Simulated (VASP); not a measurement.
Output of a VASP run:

File OSZICAR:
```
       N       E                     dE             d eps       ncg     rms          rms(c)
DAV:   1     0.193317562054E+03    0.19332E+03   -0.14674E+04  2948   0.202E+03
DAV:   2    -0.162888617117E+02   -0.20961E+03   -0.20098E+03  2940   0.359E+02
DAV:   3    -0.259168802222E+02   -0.96280E+01   -0.90514E+01  3228   0.106E+02
DAV:   4    -0.260861858625E+02   -0.16931E+00   -0.16873E+00  3466   0.126E+01
DAV:   5    -0.260916647647E+02   -0.54789E-02   -0.54778E-02  3580   0.211E+00    0.200E+01
DAV:   6    -0.267327958037E+02   -0.64113E+00   -0.64475E+01  3313   0.134E+02    0.206E+01
DAV:   7    -0.218999584227E+02    0.48328E+01   -0.19202E+01  3286   0.725E+01    0.270E+00
DAV:   8    -0.218758292470E+02    0.24129E-01   -0.40046E-01  3115   0.540E+00    0.158E+00
DAV:   9    -0.218557948539E+02    0.20034E-01   -0.44388E-02  3791   0.306E+00    0.600E-01
DAV:  10    -0.218558519226E+02   -0.57069E-04   -0.32826E-03  3739   0.685E-01    0.189E-01
DAV:  11    -0.218558797108E+02   -0.27788E-04   -0.89700E-04  3653   0.422E-01    0.765E-02
DAV:  12    -0.218558761240E+02    0.35868E-05   -0.16902E-04  3378   0.191E-01    0.438E-02
DAV:  13    -0.218558763583E+02   -0.23429E-06   -0.30570E-05  3681   0.767E-02    0.191E-02
DAV:  14    -0.218558766156E+02   -0.25728E-06   -0.11559E-05  3113   0.511E-02    0.610E-03
DAV:  15    -0.218558766301E+02   -0.14544E-07   -0.12080E-06  1737   0.133E-02
   1 F= -.23439391E+02 E0= -.23438847E+02  d E =-.234394E+02  mag=     0.7331
```

### OUTCAR
```
------------------------ aborting loop because EDIFF is reached ----------------------------------------
 Edisp (eV)   -1.58351
  FORCE on cell =-STRESS in cart. coord.  units (eV):
  Direction    XX          YY          ZZ          XY          YZ          ZX
  --------------------------------------------------------------------------------------
  Total       0.01504     0.01504     0.01504     0.00000    -0.00000     0.00000
  in kB       0.55128     0.55128     0.55128     0.00000    -0.00000     0.00000
  external pressure =        0.55 kB  Pullay stress =        0.00 kB
  volume of cell :       43.70
      direct lattice vectors                 reciprocal lattice vectors
     3.522220652  0.000000000  0.000000000     0.283911799  0.000000000  0.000000000
     0.000000000  3.522220652  0.000000000     0.000000000  0.283911799  0.000000000
     0.000000000  0.000000000  3.522220652     0.000000000  0.000000000  0.283911799
 POSITION                                       TOTAL-FORCE (eV/Angst)
 -----------------------------------------------------------------------------------
      0.00000      0.00000      0.00000         0.000000      0.000000      0.000000
      0.00000      1.76111      1.76111         0.000000      0.000000      0.000000
      1.76111      0.00000      1.76111         0.000000      0.000000      0.000000
      1.76111      1.76111      0.00000         0.000000      0.000000      0.000000
 -----------------------------------------------------------------------------------
    total drift:                                0.000000      0.000000      0.000000
  FREE ENERGIE OF THE ION-ELECTRON SYSTEM (eV)
  ---------------------------------------------------
  free  energy   TOTEN  =       -23.4393911368 eV

  energy  without entropy=      -23.4377574899  energy(sigma->0) =      -23.43884659

 total charge

# of ion       s       p       d       tot
------------------------------------------
    1        0.413   0.406   0.000   0.818
    2        0.507   0.546   8.395   9.449
    3        0.507   0.546   8.395   9.449
    4        0.507   0.546   8.395   9.449
--------------------------------------------------
tot          1.935   2.045  25.186  29.166

 magnetization (x)

# of ion       s       p       d       tot
------------------------------------------
    1       -0.001  -0.008   0.000  -0.009
    2       -0.003  -0.010   0.273   0.260
    3       -0.003  -0.010   0.273   0.260
    4       -0.003  -0.010   0.273   0.260
--------------------------------------------------
tot         -0.010  -0.038   0.820   0.772

 reached required accuracy - stopping structural energy minimisation
```
(Selected blocks of OUTCAR.)

POSCAR:
```
Ni3Al
1
    3.5222206515     0.0000000000    -0.0000000000
    0.0000000000     3.5222206515    -0.0000000000
    0.0000000000     0.0000000000     3.5222206515
Al Ni
1 3
Direct
  0.0000000000   0.0000000000   0.0000000000
  0.0000000000   0.5000000000   0.5000000000
  0.5000000000   0.0000000000   0.5000000000
  0.5000000000   0.5000000000   0.0000000000
```

Reconstruct the remaining input files.

Several could match; the one computed here: the input of the run itself, PBE GGA with D3 dispersion (zero damping), plane waves, VASP's PBE PAW potentials (set 64).

File KPOINTS:
```
Automatic
0
G
 8 8 8
0 0 0
```

**INCAR**
```
# general
SYSTEM   =  Ni3Al
PREC     =  Accurate
ENCUT    =  520
LREAL    =  .False.   # projection in real space or not
LASPH    =  .True.

# electronic loop
EDIFF    =  1E-6   # SCF stop (eV)
NELM     =  100   # most electronic steps
ALGO     =  Normal
LMAXMIX  =  4   # l cut-off of mixed one-centre charges

# smearing
ISMEAR   =  1
SIGMA    =  0.1

# functional
GGA      =  PE
IVDW     =  11   # D3, zero damping

# spin
ISPIN    =  2
MAGMOM   =  0.0 3*0.5

# ions
IBRION   =  2   # conjugate gradients
NSW      =  60   # most ionic steps
ISIF     =  3
EDIFFG   =  -0.02

# output
LWAVE    =  .False.
LCHARG   =  .False.
LORBIT   =  10
```

POTCAR, in this order: Al Ni (PBE.64 set). Program: vasp_std.

The compound is Ni3Al in the L1_2 structure. It was relaxed first. The start is the result of an earlier pass.
